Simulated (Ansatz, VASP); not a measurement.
# Cross-check of Mg3ZnSeS3 between VASP and Ansatz, part 2 of 2

Aim: how closely do two programs agree when they are given the same cell, functional and k mesh? The cell is generated by rule, not measured, and may not be a known phase. The cell is taken from a series of runs on this material, whose earlier steps may have relaxed, scaled, displaced or heated it; both programs get it as it stands.

VASP 6.6.1 and Ansatz 0.2.0.

So far: Set-up; Ansatz: relaxation of cell and atoms, PBEsol, pair 1.

### 3. VASP: relaxation of cell and atoms, PBEsol, pair 1

Level of this step: PBEsol; plane waves and PAW (Mg, S, Se, Zn); invented cell (VASP).

The same cell, functional, mesh and smearing now go to VASP, with its own data sets.

Lines of VASP's logs that name or quote its potential files are left out, and so is its time.

File INCAR:

```
SYSTEM = Mg3ZnSeS3
PREC = Accurate
ENCUT = 600
EDIFF = 1E-07
NELM = 120
ISMEAR = 0
SIGMA = 0.1
LREAL = .FALSE.
ALGO = Normal
GGA = PS
NBANDS = 29
LORBIT = 11
LWAVE = .FALSE.
LCHARG = .FALSE.
ISIF = 3
IBRION = 2
NSW = 80
EDIFFG = -0.005
LASPH = .TRUE.
GGA_COMPAT = .FALSE.
NELMIN = 4
EFERMI = MIDGAP
KPAR = 2
```

File POSCAR:

```
Mg3ZnSeS3
1.0
    2.8162500000      2.8162500000      0.0000000000
   -2.8162500000      2.8162500000      0.0000000000
    0.0000000000      0.0000000000     11.2650000000
Mg S Se Zn
3 3 1 1
Direct
    0.5000000000      0.5000000000      0.2500000000
    0.0000000000      0.0000000000      0.5000000000
    0.5000000000      0.5000000000      0.7500000000
    0.0000000000      0.5000000000      0.3750000000
    0.5000000000      0.0000000000      0.6250000000
    0.0000000000      0.5000000000      0.8750000000
    0.5000000000      0.0000000000      0.1250000000
    0.0000000000      0.0000000000      0.0000000000
```

File KPOINTS:

```
Automatic mesh
0
Gamma
6 6 2
0 0 0
```

Potentials, in the order of the species: Mg, S, Se and Zn (PBE family, release 64).

Launch:

```sh
$ mpirun -np 2 vasp_std
```

Numbers of over 12 decimals in the logs are rounded to 6 here.

The program printed:

```text
[banner, memory and clock lines left out]
running    2 mpi-ranks, on    1 nodes
 distrk:  each k-point on    1 cores,    2 groups
 distr:  one band on    1 cores,    1 groups

 POSCAR found type information on POSCAR MgS SeZn
 POSCAR found :  4 types and       8 ions
|                                                                             |
|               ----> ADVICE to this user running VASP <----                  |
|                                                                             |
|     You enforced a specific xc type in the INCAR file but a different       |
|     [... a line on the potential file left out ...]
|     I HOPE YOU KNOW WHAT YOU ARE DOING!                                     |
|                                                                             |

 LDA part: xc-table for (Slater+PW92), standard interpolation
 POSCAR, INCAR and KPOINTS ok, starting setup
 FFT: planning ... GRIDC
 FFT: planning ... GRID_SOFT
 FFT: planning ... GRID
 WAVECAR not read
 entering main loop
       N       E                     dE             d eps       ncg     rms          rms(c)
DAV:   1     0.268447750437E+03    0.26845E+03   -0.18863E+04  1856   0.146E+03
DAV:   2    -0.246175910722E+01   -0.27091E+03   -0.25835E+03  2151   0.284E+02
DAV:   3    -0.341788302529E+02   -0.31717E+02   -0.31490E+02  2121   0.993E+01
DAV:   4    -0.350604270680E+02   -0.88160E+00   -0.87989E+00  2409   0.184E+01
DAV:   5    -0.350731332770E+02   -0.12706E-01   -0.12701E-01  2296   0.224E+00    0.813E+00
DAV:   6    -0.333172998906E+02    0.17558E+01   -0.32452E+00  2895   0.439E+01    0.625E+00
DAV:   7    -0.332646884826E+02    0.52611E-01   -0.27757E+00  2151   0.723E+00    0.385E+00
DAV:   8    -0.332561259297E+02    0.85626E-02   -0.11428E-01  2191   0.216E+00    0.137E+00
DAV:   9    -0.332577592794E+02   -0.16333E-02   -0.11998E-02  2524   0.126E+00    0.376E-01
DAV:  10    -0.332578530558E+02   -0.93776E-04   -0.14179E-03  2189   0.256E-01    0.158E-01
DAV:  11    -0.332583534031E+02   -0.50035E-03   -0.87015E-04  2157   0.146E-01    0.980E-02
DAV:  12    -0.332583246395E+02    0.28764E-04   -0.14514E-04  2344   0.792E-02    0.412E-02
DAV:  13    -0.332583309160E+02   -0.62765E-05   -0.29908E-05  2215   0.279E-02    0.246E-02
DAV:  14    -0.332583372551E+02   -0.63391E-05   -0.84876E-06  2181   0.172E-02    0.139E-02
DAV:  15    -0.332583371122E+02    0.14298E-06   -0.21792E-06  2295   0.102E-02    0.534E-03
DAV:  16    -0.332583370797E+02    0.32488E-07   -0.10278E-06  2253   0.436E-03    0.308E-03
DAV:  17    -0.332583370142E+02    0.65464E-07   -0.30477E-07  2186   0.238E-03
   1 F= -.33258337E+02 E0= -.33258337E+02  d E =-.332583E+02
[... from here on, the cycles between the ionic steps are left out ...]
   2 F= -.33340449E+02 E0= -.33340449E+02  d E =-.821121E-01
   4 F= -.33369565E+02 E0= -.33369565E+02  d E =-.193164E-01
   5 F= -.33371133E+02 E0= -.33371133E+02  d E =-.208842E-01
   6 F= -.33377406E+02 E0= -.33377406E+02  d E =-.627252E-02
   7 F= -.33379799E+02 E0= -.33379799E+02  d E =-.866596E-02
   8 F= -.33383581E+02 E0= -.33383581E+02  d E =-.378157E-02
   9 F= -.33384285E+02 E0= -.33384285E+02  d E =-.448559E-02
  10 F= -.33384678E+02 E0= -.33384678E+02  d E =-.392854E-03
  11 F= -.33384788E+02 E0= -.33384788E+02  d E =-.503203E-03
 curvature:  -0.77 expect dE=-0.143E-04 dE for cont linesearch -0.389E-11
 trial: gam= 0.02549 g(F)=  0.128E-04 g(S)=  0.572E-05 ort = 0.798E-07 (trialstep = 0.152E+01)
 search vector abs. value=  0.193E-04
 bond charge predicted
       N       E                     dE             d eps       ncg     rms          rms(c)
DAV:   1    -0.333848176622E+02   -0.29740E-04   -0.51763E-03  1911   0.344E-01    0.228E-02
DAV:   2    -0.333848128332E+02    0.48290E-05   -0.59213E-05  2349   0.560E-02    0.130E-02
DAV:   3    -0.333848095676E+02    0.32656E-05   -0.48120E-06  2432   0.152E-02    0.725E-03
DAV:   4    -0.333848084362E+02    0.11313E-05   -0.15878E-06  2336   0.817E-03    0.181E-03
DAV:   5    -0.333848083833E+02    0.52924E-07   -0.38842E-07  2130   0.375E-03
  12 F= -.33384808E+02 E0= -.33384808E+02  d E =-.205232E-04
 trial-energy change:   -0.000021  1 .order   -0.000021   -0.000028   -0.000013
 step:   2.8625(harm=  2.8625)  dis= 0.00099  next Energy=   -33.384814 (dE=-0.265E-04)
 reached required accuracy - stopping structural energy minimisation
```

From OUTCAR (step 3):

```text
ion  position               nearest neighbor table
   1  0.500  0.500  0.250-   4 2.44   7 2.44   7 2.44   4 2.44
   2  0.000  0.000  0.500-   4 2.44   5 2.44   4 2.44   5 2.44
   3  0.500  0.500  0.750-   5 2.44   6 2.44   5 2.44   6 2.44
   4  0.000  0.500  0.375-   1 2.44   2 2.44   2 2.44   1 2.44
   5  0.500  0.000  0.625-   2 2.44   3 2.44   3 2.44   2 2.44
   6  0.000  0.500  0.875-   3 2.44   8 2.44   8 2.44   3 2.44
   7  0.500  0.000  0.125-   1 2.44   8 2.44   1 2.44   8 2.44
   8  0.000  0.000  0.000-   6 2.44   7 2.44   6 2.44   7 2.44

  LATTYP: Found a simple tetragonal cell.
 ALAT       =     3.9827789450
 C/A-ratio  =     2.8284271247

 Subroutine GETGRP returns: Found  4 space group operations
 (whereof  4 operations were pure point group operations)

The static configuration has the point symmetry C_2v.

 Found     32 irreducible k-points:

   k-points           NKPTS =     32   k-points in BZ     NKDIM =     32   number of bands    NBANDS=     29

   dimension x,y,z NGX =    32 NGY =   32 NGZ =   90
   dimension x,y,z NGXF=    64 NGYF=   64 NGZF=  180

   ENCUT  =  600.0 eV  44.10 Ry    6.64 a.u.   7.95  7.95 22.50*2*pi/ulx,y,z

   NELECT =      42.0000    total number of electrons

 k-points in reciprocal lattice and weights: Automatic mesh
   0.00000000  0.00000000  0.00000000       0.014
   0.16666667  0.00000000  0.00000000       0.028
   0.00000000  0.16666667  0.00000000       0.028
   0.33333333  0.00000000  0.00000000       0.028
   0.00000000  0.33333333  0.00000000       0.028
   0.50000000  0.00000000  0.00000000       0.014
   0.00000000  0.50000000  0.00000000       0.014
   0.16666667  0.16666667  0.00000000       0.056
   0.33333333  0.16666667  0.00000000       0.056
[...]
-0.33333333  0.50000000  0.50000000       0.028
   0.50000000  0.50000000  0.50000000       0.014

 average (electrostatic) potential at core
       1 -38.4173       2 -38.4438       3 -38.3757       4 -88.3814       5 -88.3522
       6 -88.5983       7 -54.9412       8 -36.3051

 E-fermi :   2.6921

 k-point     1 :       0.0000    0.0000    0.0000
  band No.  band energies     occupation
    ...
     17       0.4551      2.00000
     18       0.4983      2.00000
     19       1.2499      2.00000
     20       1.4375      2.00000
     21       1.4932      2.00000
     22       3.8910      0.00000
     23       4.6590      0.00000
     24       5.7718      0.00000
     25       5.8855      0.00000
     26       6.1645      0.00000
    ...

 k-point     2 :       0.1667    0.0000    0.0000
  band No.  band energies     occupation
    ...
     17       0.3181      2.00000
     18       0.5421      2.00000
     19       0.7709      2.00000
     20       1.0770      2.00000
     21       1.4815      2.00000
     22       4.6367      0.00000
     23       5.3194      0.00000
     24       5.8938      0.00000
     25       6.4545      0.00000
     26       6.8208      0.00000
    ...

 k-point     3 :       0.0000    0.1667    0.0000
  band No.  band energies     occupation
    ...
     17       0.2831      2.00000
     18       0.4992      2.00000
     19       0.8049      2.00000
     20       1.0902      2.00000
     21       1.4157      2.00000
     22       4.7660      0.00000
     23       5.1594      0.00000
     24       5.9650      0.00000
     25       6.2768      0.00000
     26       6.9059      0.00000
    ...

  Total       -0.0065756     -0.0065756      0.0022205     -0.0165555      0.0000000      0.0000000
  in kB       -0.0584785     -0.0584785      0.0197473     -0.1472321      0.0000000      0.0000000
  external PRESSURE =      -0.0324032 kB  Pullay stress =       0.0000000 kB

  energy-cutoff  :      600.00
  volume of cell :      180.16
      direct lattice vectors                 reciprocal lattice vectors
     2.830767886  2.830767886  0.000000000     0.176630519  0.176630519  0.000000000
    -2.811472585  2.811472585  0.000000000    -0.177842744  0.177842744  0.000000000
     0.000000000  0.000000000 11.318353980     0.000000000  0.000000000  0.088352070

 POSITION                                       TOTAL-FORCE (eV/Angst)
 -----------------------------------------------------------------------------------
      0.00965      2.82112      2.86972         0.000000      0.000000     -0.000928
     -0.00000      0.00000      5.70744         0.000000      0.000000     -0.000921
      0.00965      2.82112      8.53531         0.000000      0.000000     -0.001394
     -1.40574      1.40574      4.27997         0.000000      0.000000      0.004129
     -1.39609      4.22686      7.11151        -0.000000     -0.000000      0.002955
     -1.40574      1.40574      9.93607         0.000000      0.000000      0.000970
      1.41538      1.41538      1.28687         0.000000      0.000000     -0.000194
     -0.00000      0.00000     11.20570        -0.000000      0.000000     -0.004617
 -----------------------------------------------------------------------------------
    total drift:                               -0.000000      0.000000     -0.001221

  FREE ENERGIE OF THE ION-ELECTRON SYSTEM (eV)
  ---------------------------------------------------
  free  energy   TOTEN  =       -33.3848083833 eV

  energy  without entropy=      -33.3848083833  energy(sigma->0) =      -33.38480838

 reached required accuracy - stopping structural energy minimisation

 total charge
# of ion       s       p       d       tot
------------------------------------------
    1        0.170   0.148   0.037   0.354
    2        0.165   0.147   0.039   0.352
    3        0.167   0.149   0.039   0.355
    4        1.305   2.482   0.000   3.788
    5        1.305   2.486   0.000   3.791
    6        1.307   2.442   0.000   3.749
    7        1.432   2.477   0.020   3.929
    8        0.522   0.457   9.793  10.773
--------------------------------------------------
tot          6.374  10.787   9.928  27.089

[... 3 further parts left out ...]
```

### 4. Comparison

Known differences besides the potentials themselves: the data sets hold 76 valence electrons in Ansatz (on its default PAW (the set named soft_2) files) and 42 in VASP; the cutoff is 420 eV in Ansatz and 600 eV in VASP; Ansatz makes its cores anew for this functional, VASP keeps those of its PBE data sets; Ansatz adds a Pulay correction to the stress that steers its cell, VASP none. Total energies have different zeros and are not compared.

The two programs side by side:

```tsv
quantity	Ansatz	VASP	difference
volume (Å³)	180.08	180.16	-0.04 %
edge a after relaxation, in the typed setting (Å)	4.003	4.003	-0.01 %
edge b after relaxation, in the typed setting (Å)	3.979	3.976	+0.09 %
edge c after relaxation, in the typed setting (Å)	11.305	11.318	-0.12 %
```

### 5. VASP: relaxation of cell and atoms, PBEsol, pair 2

The relaxed volume is the usual yardstick between codes: in a stiff, nearly cubic crystal its relative difference is about their pressure difference at one cell divided by the bulk modulus.

INCAR: that of step 3 with these lines changed.

```diff
@@ -6,3 +6,3 @@
 ISMEAR = 0
-SIGMA = 0.1
+SIGMA = 0.02
 LREAL = .FALSE.
```

File POSCAR:

```
Mg3ZnSeS3
1.0
    2.8304290000      2.8304290000      0.0000000000
   -2.8139410000      2.8139410000      0.0000000000
    0.0000000000      0.0000000000     11.3048930000
Mg S Se Zn
3 3 1 1
Direct
    0.5000000000      0.5000000000      0.2531923124
    0.0000000000      0.0000000000      0.5042620925
    0.5000000000      0.5000000000      0.7544131554
    0.0000000000      0.4999998223      0.3780762012
    0.5000000000      0.9999998223      0.6285574751
    0.0000000000      0.4999998223      0.8782364415
    0.5000000000      0.9999998223      0.1132042559
    0.0000000000      0.0000000000      0.9900579333
```

KPOINTS is that of step 3.

Launch:

```sh
$ mpirun -np 2 vasp_std
```

The program printed:

```text
[banner, memory and clock lines left out]
running    2 mpi-ranks, on    1 nodes
[...]
[... a notice as in an earlier step ...]

 LDA part: xc-table for (Slater+PW92), standard interpolation
 POSCAR, INCAR and KPOINTS ok, starting setup
[...]
entering main loop
       N       E                     dE             d eps       ncg     rms          rms(c)
DAV:   1     0.268986798905E+03    0.26899E+03   -0.18628E+04  1856   0.145E+03
DAV:   2    -0.318538753652E+01   -0.27217E+03   -0.25967E+03  2128   0.287E+02
DAV:   3    -0.343527766894E+02   -0.31167E+02   -0.30978E+02  2150   0.989E+01
DAV:   4    -0.351631223708E+02   -0.81035E+00   -0.80858E+00  2345   0.178E+01
[...]
DAV:  14    -0.333846904108E+02   -0.33734E-06   -0.16264E-05  2582   0.270E-02    0.666E-03
DAV:  15    -0.333846908979E+02   -0.48710E-06   -0.26902E-06  2251   0.147E-02    0.424E-03
DAV:  16    -0.333846909737E+02   -0.75850E-07   -0.22589E-07  1834   0.309E-03
   1 F= -.33384691E+02 E0= -.33384691E+02  d E =-.333847E+02
[... from here on, the cycles between the ionic steps are left out ...]
   2 F= -.33384826E+02 E0= -.33384826E+02  d E =-.135416E-03
   3 F= -.33384848E+02 E0= -.33384848E+02  d E =-.156803E-03
   4 F= -.33384900E+02 E0= -.33384900E+02  d E =-.523905E-04
   5 F= -.33384916E+02 E0= -.33384916E+02  d E =-.686386E-04
   6 F= -.33384935E+02 E0= -.33384935E+02  d E =-.188954E-04
   7 F= -.33384940E+02 E0= -.33384940E+02  d E =-.239897E-04
   8 F= -.33384948E+02 E0= -.33384948E+02  d E =-.749818E-05
 trial-energy change:   -0.000007  1 .order   -0.000005   -0.000010   -0.000000
 step:   1.5369(harm=  1.5465)  dis= 0.00057  next Energy=   -33.384948 (dE=-0.750E-05)
 reached required accuracy - stopping structural energy minimisation
```

OUTCAR, selected parts (step 5):

```text
  Total        0.0035362      0.0035362      0.0019893     -0.0021687      0.0000000      0.0000000
  in kB        0.0314515      0.0314515      0.0176933     -0.0192893      0.0000000      0.0000000
  external PRESSURE =       0.0268655 kB  Pullay stress =       0.0000000 kB

 POSITION                                       TOTAL-FORCE (eV/Angst)
 -----------------------------------------------------------------------------------
      0.00867      2.82063      2.86978         0.000000      0.000000     -0.000008
      0.00000      0.00000      5.70875         0.000000      0.000000      0.001324
      0.00867      2.82063      8.53681         0.000000      0.000000      0.000643
     -1.40598      1.40598      4.28206         0.000000      0.000000     -0.000536
     -1.39730      4.22660      7.11439         0.000000      0.000000     -0.002209
     -1.40598      1.40598      9.93851         0.000000      0.000000     -0.000160
     -1.39730      4.22660      1.28696         0.000000      0.000000      0.001615
      0.00000      0.00000     11.20696         0.000000      0.000000     -0.000668
 -----------------------------------------------------------------------------------
    total drift:                               -0.001021      0.001021     -0.001118

  FREE ENERGIE OF THE ION-ELECTRON SYSTEM (eV)
  ---------------------------------------------------
  free  energy   TOTEN  =       -33.3849479032 eV

  energy  without entropy=      -33.3849479032  energy(sigma->0) =      -33.38494790

[... 2 parts as in an earlier step ...]

[... 2 further parts left out ...]
[key lines of the parts left out:]
E-fermi :   2.6924
```

### 6. Ansatz: relaxation of cell and atoms, PBEsol, pair 2

The same cell, functional, mesh and smearing now go to Ansatz, which takes its cutoff from its data sets.

The cell is taken from a series of runs on this material, whose earlier steps may have relaxed, scaled, displaced or heated it; both programs get it as it stands.

File input.yaml:

```yaml
crystal:
  lattice:
    - [2.8304289387, 2.8304289387, 0.0]
    - [-2.8139408448, 2.8139408448, 0.0]
    - [0.0, 0.0, 11.3048927792]
  atoms:
    - { symbol: Mg, position: [0.5, 0.5, 0.2531923556] }
    - { symbol: Mg, position: [0.0, 0.0, 0.5042620815] }
    - { symbol: Mg, position: [0.5, 0.5, 0.7544131801] }
    - { symbol: S, position: [0.0, 0.5, 0.3780762387] }
    - { symbol: S, position: [0.5, 1.0, 0.6285574969] }
    - { symbol: S, position: [0.0, 0.5, 0.8782364647] }
    - { symbol: Se, position: [0.5, 1.0, 0.1132042813] }
    - { symbol: Zn, position: [0.0, 0.0, -0.0099420988] }
kpoints:
  mp_grid: { grid: [6, 6, 2] }
hamiltonian:
  xc: pbesol
scf:
  occupations: { method: gaussian, width: 0.02 }
output:
  forces: true
  stress: true
  eigenvalues: true
relax:
  adjacent_minimum: "off"
  f_tol: 0.005
  max_steps: 80
  cell: { stress_tol: 0.05 }
```

Launch:

```sh
$ ansatz run input.yaml --threads 8 --pin off --max-ram 14336MiB --backend cpu --events-out ev --progress --plain --runs-dir out
```

The program printed:

```text
[...]
Crystal: 8 atoms, lattice volume = 180.079 Å³
Basis set: ecut = 420 eV, 3533 PW (Γ), exchange–correlation on 54×54×160 points (8 copies of the dense FFT grid, shifted against one another)
Bands: 46, of which v1, the nominal top of the filled ones, is band 38 counted from 1 (37 counted from 0)
Symmetry: 4 space group operations
[...]
k-points: 32 of 72
[...]
- [-2.811718, 2.811718, 0]
    - [0.0, 0, 11.323139]
  atoms:
    - { symbol: Mg, position: [0.500000, 0.5, 0.253262] }
    - { symbol: Mg, position: [0, 0, 0.504234] }
    - { symbol: Mg, position: [0.500000, 0.5, 0.754267] }
    - { symbol: S, position: [0, 0.5, 0.378082] }
    - { symbol: S, position: [0.500000, 1.0, 0.628482] }
    - { symbol: S, position: [0, 0.5, 0.878201] }
    - { symbol: Se, position: [0.500000, 1.0, 0.113435] }
    - { symbol: Zn, position: [0, 0, -0.00996425] }
[key lines of the parts left out:]
SCF converged after 4 iterations
Free energy (F): -17105.597884 eV
Fermi energy:    5.555741 eV
P = ⅓ Tr σ = -0.0030 GPa (-0.030 kbar)
```

### 7. Comparison

What differs besides the data sets and the points named for the pairs above, as far as they apply: the data sets hold 76 valence electrons in Ansatz (on its default PAW (the set named soft_2) files) and 42 in VASP. Total energies have different zeros and are not compared.

Compared:

```tsv
quantity	Ansatz	VASP	difference
volume (Å³)	180.14	180.14	+0.00 %
edge a after relaxation, in the typed setting (Å)	4.001	4.001	-0.01 %
edge b after relaxation, in the typed setting (Å)	3.976	3.977	-0.01 %
edge c after relaxation, in the typed setting (Å)	11.323	11.321	+0.02 %
```

### 8. Results

```
difference in edge c after relaxation, in the typed setting (relaxation of cell and atoms, PBEsol, pair 1) : -0.12 %
difference in edge c after relaxation, in the typed setting (relaxation of cell and atoms, PBEsol, pair 2) : 0.019 %
```

What this shows: The difference in edge c after relaxation, in the typed setting is -0.12 % (relaxation of cell and atoms, PBEsol, pair 1), within the 1.2 % picked in this series as the mark of a large difference, as far as the stopping tolerances let one tell. The data sets hold unlike numbers of valence electrons (76 in Ansatz and 42 in VASP), so part of the differences comes from the potentials. Such differences can come from data sets, numerical settings and the points named under the comparisons, not from the functional's error against experiment.

[Lines on the potential files, build, host, timing and source positions are cut from VASP's logs without a mark.]

[Logs are printed without paths, hosts, clocks, repeated set-up lines and the standing remarks that a program may print on its own settings, such as how far it seeks lower states.]

[Hosts, paths, dates, database ids (printed as entryN), source tags and the programs' standing remarks are cut or masked in the printed files.]
